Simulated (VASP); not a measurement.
Data:

```
Sb
1.0
    3.99645    -2.18268    -0.00388
    3.99645     2.18268    -0.00388
    2.80785     0.00000     3.58493
Sb
2
Cartesian
  2.51752   0.00000   0.83379
  8.28323   0.00000   2.74337
```

Computed with TPSS meta-GGA, VASP's PBE PAW potentials (set 64) (plane waves; VASP). Run with 520 eV cut-off, 8×8×8 Γ-centred mesh, tetrahedra with Blöchl corrections, potentials Sb.

Unless said otherwise, spin-orbit coupling is left out, though it shifts the bands of the heavy elements here.

### Question
Tabulate the total density of states (states/eV per cell) against energy (eV; zero at the valence-band maximum or, without a gap, the Fermi level).

### Answer

(E (eV), DOS (states/eV)): (-9.94, 0.91); (-9.35, 0.12); (-8.76, 1.07); (-8.29, 1.01); (-7.71, 0.56); (-7.12, 0.29); (-6.65, 0.20); (-6.06, 0.10); (-5.47, 0.04); (-4.88, 0.80); (-4.29, 0.85); (-3.82, 1.23); (-3.23, 1.59); (-2.65, 1.58); (-2.18, 1.56); (-1.59, 1.42); (-1.00, 1.27); (-0.41, 0.23); (0.18, 0.03); (0.65, 1.13); (1.24, 1.65); (1.82, 1.61); (2.29, 1.57); (2.88, 1.56); (3.47, 1.39)
Within 2 eV below the Fermi level the largest weight inside VASP's projection spheres is Sb p.

The compound is Sb in the a7 structure. It was relaxed first.
